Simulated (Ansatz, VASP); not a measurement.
# Two plane-wave programs on MgW

```
CELL_PARAMETERS angstrom
2.85195 0.00000 0.00000
-1.42597 2.46986 0.00000
0.00000 0.00000 4.90695
ATOMIC_POSITIONS crystal
Mg 0.00000 0.00000 0.00000
W 0.33333 0.66667 0.50000
```

Alike in both runs: functional PBE; k mesh 24 × 24 × 12; occupations gaussian, width 0.1 eV; no spin polarisation.

Ansatz relaxed the structure, and its values are those at the end. VASP's run is a single point on that final structure, the one shown.

|  | VASP | Ansatz |
| --- | --- | --- |
| version | VASP 6.6.1 | Ansatz 0.2.0 |
| potentials or method | VASP PAW PBE potentials, release 64 (Mg, W_sv) | scalar-relativistic, plane waves, PAW |
| plane-wave cutoff (eV) | 520 | 420 |
| valence electrons in the cell | 16 | 24 |

```csv
,VASP,Ansatz,Ansatz less VASP
gap on the k mesh at the Fermi level (eV),none,none,-
pressure (GPa),0.0,0.0,-0.02
```

A gap of «none» marks a metal or a gap that the smearing closes. The two sets of potentials don't hold the same shells in valence.

Spin-orbit coupling is left out, which matters for the levels of W.
